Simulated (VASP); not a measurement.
Level of theory: PBEsol GGA, VASP's PBE PAW potentials (set 64) (plane waves; VASP).

Input for VASP

### POSCAR
```
ZrC
1
    0.0000000000     2.2564057047     2.2564057047
    2.2564057047     0.0000000000     2.2564057047
    2.2564057047     2.2564057047     0.0000000000
Zr C
1 1
Direct
  0.0000000000   0.0000000000   0.0000000000
  0.5000000000   0.5000000000   0.5000000000
```

**INCAR**
```
! general
SYSTEM =ZrC
PREC   =Accurate
ENCUT  =620
LREAL  =.False.
LASPH  =.True.

! electronic loop
EDIFF  =1E-6
NELM   =100   ! most electronic steps
ALGO   =Normal   ! blocked Davidson
LMAXMIX=4   ! l cut-off of mixed one-centre charges

! smearing
ISMEAR =1   ! Methfessel-Paxton
SIGMA  =0.1

! functional
GGA    =PS   ! PBEsol

! ions
IBRION =2   ! conjugate gradients
NSW    =40   ! most ionic steps
ISIF   =3   ! ions, shape and volume
EDIFFG =-0.02   ! ionic stop
PSTRESS=450

! output
LWAVE  =.False.
LCHARG =.False.
```

KPOINTS:
```
Automatic mesh
0
Gamma
14 14 14
0 0 0
```

POTCAR, in this order: Zr_sv C (PBE.64 set). Program: vasp_std.

What VASP printed:

OSZICAR:
```
       N       E                     dE             d eps       ncg     rms          rms(c)
DAV:   1     0.125661424950E+03    0.12566E+03   -0.10224E+04  2504   0.157E+03
DAV:   2    -0.167776163045E+02   -0.14244E+03   -0.13417E+03  2912   0.362E+02
DAV:   3    -0.231830000756E+02   -0.64054E+01   -0.62471E+01  3528   0.700E+01
DAV:   4    -0.234374679188E+02   -0.25447E+00   -0.25421E+00  3272   0.131E+01
DAV:   5    -0.234440231084E+02   -0.65552E-02   -0.65549E-02  3504   0.177E+00    0.279E+01
DAV:   6    -0.204332372422E+02    0.30108E+01   -0.12979E+01  2800   0.275E+01    0.118E+01
DAV:   7    -0.203663579577E+02    0.66879E-01   -0.46234E-01  2892   0.592E+00    0.798E+00
DAV:   8    -0.203596996325E+02    0.66583E-02   -0.94645E-02  2740   0.293E+00    0.146E+00
DAV:   9    -0.203571022300E+02    0.25974E-02   -0.21251E-02  3000   0.976E-01    0.512E-01
DAV:  10    -0.203572438397E+02   -0.14161E-03   -0.16791E-03  2816   0.521E-01    0.324E-01
DAV:  11    -0.203571297481E+02    0.11409E-03   -0.41074E-04  2832   0.165E-01    0.186E-02
DAV:  12    -0.203571272943E+02    0.24538E-05   -0.69301E-06  3308   0.315E-02    0.112E-02
DAV:  13    -0.203571270545E+02    0.23984E-06   -0.25159E-07  1524   0.479E-03
   1 F= -.13903803E+02 E0= -.13903775E+02  d E =-.139038E+02
       N       E                     dE             d eps       ncg     rms          rms(c)
DAV:   1    -0.214586312325E+02   -0.11015E+01   -0.86126E+01  2516   0.111E+02    0.289E+01
DAV:   2    -0.192627612476E+02    0.21959E+01   -0.39995E+00  2704   0.267E+01    0.820E+00
DAV:   3    -0.189172486553E+02    0.34551E+00   -0.26985E+00  3496   0.147E+01    0.351E+00
DAV:   4    -0.189778029908E+02   -0.60554E-01   -0.56892E-02  2880   0.259E+00    0.136E+00
DAV:   5    -0.190109048198E+02   -0.33102E-01   -0.59920E-02  3368   0.163E+00    0.958E-01
DAV:   6    -0.190229197043E+02   -0.12015E-01   -0.14683E-02  4016   0.882E-01    0.240E-01
DAV:   7    -0.190234055210E+02   -0.48582E-03   -0.58953E-04  2824   0.280E-01    0.602E-02
DAV:   8    -0.190234065585E+02   -0.10376E-05   -0.35464E-05  3072   0.764E-02    0.181E-02
DAV:   9    -0.190234122949E+02   -0.57364E-05   -0.59364E-06  2900   0.331E-02    0.688E-03
DAV:  10    -0.190234118988E+02    0.39611E-06   -0.47184E-07  1416   0.829E-03
   2 F= -.13523674E+02 E0= -.13523629E+02  d E =0.380129E+00
       N       E                     dE             d eps       ncg     rms          rms(c)
DAV:   1    -0.212430085087E+02   -0.22196E+01   -0.45923E+01  2524   0.864E+01    0.194E+01
DAV:   2    -0.204053657658E+02    0.83764E+00   -0.39024E+00  2724   0.238E+01    0.664E+00
DAV:   3    -0.201037757784E+02    0.30159E+00   -0.12948E+00  3492   0.105E+01    0.160E+00
DAV:   4    -0.201320919595E+02   -0.28316E-01   -0.36253E-02  2912   0.174E+00    0.101E+00
DAV:   5    -0.201591706641E+02   -0.27079E-01   -0.64168E-02  3584   0.138E+00    0.236E-01
DAV:   6    -0.201599121457E+02   -0.74148E-03   -0.15947E-03  3156   0.336E-01    0.170E-01
DAV:   7    -0.201598099801E+02    0.10217E-03   -0.12298E-03  3692   0.371E-01    0.196E-01
DAV:   8    -0.201599942370E+02   -0.18426E-03   -0.34986E-04  3776   0.183E-01    0.251E-02
DAV:   9    -0.201599932476E+02    0.98941E-06   -0.24451E-05  3116   0.496E-02    0.120E-02
DAV:  10    -0.201599932800E+02   -0.32362E-07   -0.58156E-07  1648   0.699E-03
   3 F= -.13947063E+02 E0= -.13946963E+02  d E =-.432604E-01
       N       E                     dE             d eps       ncg     rms          rms(c)
DAV:   1    -0.201496168139E+02    0.10376E-01   -0.98743E-03  2516   0.121E+00    0.273E-01
DAV:   2    -0.201493834803E+02    0.23333E-03   -0.65776E-04  2588   0.331E-01    0.801E-02
DAV:   3    -0.201493338691E+02    0.49611E-04   -0.27904E-04  3472   0.150E-01    0.311E-02
DAV:   4    -0.201493414431E+02   -0.75740E-05   -0.69929E-06  2860   0.269E-02    0.156E-02
DAV:   5    -0.201493477019E+02   -0.62588E-05   -0.91927E-06  3016   0.179E-02    0.763E-03
DAV:   6    -0.201493491993E+02   -0.14974E-05   -0.50067E-07  1324   0.738E-03    0.181E-03
DAV:   7    -0.201493494328E+02   -0.23352E-06   -0.33901E-07  1292   0.450E-03
   4 F= -.13947165E+02 E0= -.13947061E+02  d E =-.433627E-01
```

File OUTCAR:
```
------------------------ aborting loop because EDIFF is reached ----------------------------------------
  FORCE on cell =-STRESS in cart. coord.  units (eV):
  Direction    XX          YY          ZZ          XY          YZ          ZX
  --------------------------------------------------------------------------------------
  Total        6.1904721      6.1904721      6.1904721      0.0000000      0.0000000     -0.0000000
  in kB      449.1502397    449.1502397    449.1502397      0.0000000      0.0000000     -0.0000000
  external PRESSURE =      -0.8497603 kB  Pullay stress =     450.0000000 kB
  volume of cell :       22.08
      direct lattice vectors                 reciprocal lattice vectors
     0.000000000  2.226747164  2.226747164    -0.224542781  0.224542781  0.224542781
     2.226747164  0.000000000  2.226747164     0.224542781 -0.224542781  0.224542781
     2.226747164  2.226747164  0.000000000     0.224542781  0.224542781 -0.224542781
 POSITION                                       TOTAL-FORCE (eV/Angst)
 -----------------------------------------------------------------------------------
      2.22675      2.22675      4.45349        -0.000000      0.000000     -0.000000
      2.22675      2.22675      2.22675         0.000000     -0.000000      0.000000
 -----------------------------------------------------------------------------------
    total drift:                                0.000000     -0.000000      0.000000
  FREE ENERGIE OF THE ION-ELECTRON SYSTEM (eV)
  ---------------------------------------------------
  free  energy   TOTEN  =       -20.1493494328 eV

  energy  without entropy=      -20.1490350340  energy(sigma->0) =      -20.14924463
  enthalpy is  TOTEN    =       -13.9471653738 eV   P V=        6.2021840589

 reached required accuracy - stopping structural energy minimisation
```
(Selected blocks of OUTCAR.)

CONTCAR:
```
ZrC
   1.00000000000000
     0.0000000000000000    2.2267471636135725    2.2267471636135725
     2.2267471636135725    0.0000000000000000    2.2267471636135725
     2.2267471636135725    2.2267471636135725    0.0000000000000000
  Zr              C
     1     1
Direct
     1.0000000000000000    1.0000000000000000    0.0000000000000000
     0.5000000000000000    0.5000000000000000    0.5000000000000000
```

Energy and stress use the plane-wave basis of the starting cell.

The compound is ZrC in the rock salt structure. This run relaxes it under an external pressure of 45 GPa. Symmetry was kept, so distortions that lower it aren't found.
